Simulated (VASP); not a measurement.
An input for Ansatz (written as the equivalent of a VASP run, and not itself run):

Ansatz 0.2 input:
```yaml
crystal:
  lattice:
    - [-1.9321947, 1.9321947, 1.9321947]
    - [1.9321947, -1.9321947, 1.9321947]
    - [1.9321947, 1.9321947, -1.9321947]
  atoms:
    - { symbol: Te, position: [0.0000000, 0.0000000, 0.0000000] }
kpoints:
  mp_grid: { grid: [12, 12, 12] }
hamiltonian:
  xc: r2scan
  pseudopotentials: { kind: paw }
scf:
  occupations: { method: methfessel_paxton, width: 0.1 }
  max_iter: 100
relax:
  max_steps: 60
  f_tol: 0.01
  cell: {}
output: { forces: true, stress: true, eigenvalues: true }
```

### Question
Write the VASP files for the same calculation (r2SCAN).

### Answer
This is not unique; one that fits is 
### POSCAR
```
Te
1
   -1.9321946565     1.9321946565     1.9321946565
    1.9321946565    -1.9321946565     1.9321946565
    1.9321946565     1.9321946565    -1.9321946565
Te
1
Direct
  0.0000000000   0.0000000000   0.0000000000
```

### KPOINTS
```
Automatic mesh
0
Gamma
12 12 12
0 0 0
```

INCAR:
```
SYSTEM = Te
PREC = Accurate
ENCUT = 400
EDIFF = 1E-6
NELM = 100
ALGO = Normal
LREAL = .FALSE.
LASPH = .TRUE.
ISMEAR = 1
SIGMA = 0.1
METAGGA = R2SCAN
LMIXTAU = .TRUE.
LMAXMIX = 4
LWAVE = .FALSE.
LCHARG = .FALSE.
IBRION = 2
ISIF = 3
NSW = 60
EDIFFG = -0.01
```

POTCAR, in this order: Te (PBE.64 set). Program: vasp_std.

Limits of the translation: each code has its own PAW files, so the cut-off isn't converted (ENCUT is set for VASP's; basis.ecutwfc is left out, and Ansatz then takes the one that its files recommend); Ansatz stops its SCF on the density residual and VASP on the energy change (EDIFF).

The structure was generated: Te was put into the bcc type (Im-3m), which need not be its known phase. This run relaxes it. Symmetry was kept, so distortions that lower it aren't found. The start is the result of an earlier pass.
